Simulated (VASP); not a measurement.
Computed with PBE GGA with D3 dispersion (zero damping), VASP's PBE PAW potentials (set 64) (plane waves; VASP 6.6.1).

Input for VASP

File POSCAR:
```
Ti
1
    1.4453792206    -2.5034703015     0.0000000000
    1.4453792206     2.5034703015    -0.0000000000
    0.0000000000     0.0000000000     4.5839656486
Ti
2
Direct
  0.3333330000   0.6666670000   0.2500000000
  0.6666670000   0.3333330000   0.7500000000
```

### INCAR
```
ALGO=Normal
EDIFF=1E-6
EDIFFG=-0.01
ENCUT=520
GGA=PE
IBRION=2
ISIF=3
ISMEAR=1
IVDW=11
LASPH=.True.
LCHARG=.False.
LMAXMIX=4
LREAL=.False.
LWAVE=.False.
NELM=100
NSW=60
PREC=Accurate
SIGMA=0.1
SYSTEM=Ti
```

KPOINTS:
```
K-points
0
gamma
 13 13 7
0 0 0
```

POTCAR, in this order: Ti_sv (PBE.64 set). Program: vasp_std.

Estimate the energy per atom (σ→0), dispersion energy, band gap (on the k-mesh).

```json
{
  "energy per atom (σ→0)": "-8.300 eV/atom",
  "dispersion_energy": "-0.954 eV",
  "band gap (on the k-mesh)": "none (metal, semimetal or under 0.01 eV)"
}
```

**OSZICAR**
```
...
DAV:   8    -0.156544062338E+02   -0.32603E-01   -0.23491E-01  3144   0.639E+00    0.731E-01
DAV:   9    -0.156449607306E+02    0.94455E-02   -0.54190E-02  3200   0.275E+00    0.705E-02
DAV:  10    -0.156452377348E+02   -0.27700E-03   -0.27403E-03  4256   0.429E-01    0.901E-02
DAV:  11    -0.156452640098E+02   -0.26275E-04   -0.20088E-04  3304   0.133E-01    0.281E-02
DAV:  12    -0.156452526903E+02    0.11320E-04   -0.33148E-05  3648   0.512E-02    0.678E-03
DAV:  13    -0.156452544286E+02   -0.17383E-05   -0.86455E-07  2200   0.975E-03    0.169E-03
DAV:  14    -0.156452553657E+02   -0.93710E-06   -0.27524E-07  1704   0.591E-03
   1 F= -.16599566E+02 E0= -.16599438E+02  d E =-.165996E+02
```

The compound is Ti in the hcp structure. It was relaxed first, which changed the volume by -6 %. The start is the result of an earlier pass.
